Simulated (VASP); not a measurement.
Input:

```xyz
2
Lattice="0.0000 3.6020 3.6020 3.6020 0.0000 3.6020 3.6020 3.6020 0.0000" Properties=species:S:1:pos:R:3 pbc="T T T"
Pb     0.0000     0.0000     0.0000
Te     1.8010     1.8010     1.8010
```

Method: PBEsol GGA, VASP's PBE PAW potentials (set 64) (plane waves; VASP). Settings: 400 eV cut-off, Gaussian smearing of 0.050 eV, potentials Pb_d Te.

Unless said otherwise, spin-orbit coupling is left out, though it shifts the bands of the heavy elements here.

### Question
Give the energies of bands 7 to 13 at the high-symmetry points, in eV from the valence-band maximum.

### Answer

| band | Γ | X | U | L | W |
|---|---|---|---|---|---|
| 7 | -6.20 | -8.50 | -8.44 | -7.96 | -8.49 |
| 8 | -1.55 | -2.85 | -3.27 | -2.14 | -3.12 |
| 9 | -1.55 | -2.85 | -2.65 | -2.14 | -3.05 |
| 10 | -1.55 | -0.67 | -0.47 | -2.06 | 0.00 |
| 11 | 1.44 | 0.44 | 1.47 | 2.28 | 1.81 |
| 12 | 1.44 | 4.47 | 3.58 | 2.28 | 2.61 |
| 13 | 1.44 | 4.47 | 3.71 | 3.78 | 3.63 |

The gap is indirect, 0.44 eV, from the valence maximum at W to the conduction minimum at X.

The structure was generated: PbTe was put into the zinc blende type (F-43m), which need not be its known phase. It was relaxed first, which changed the volume by +33 %.
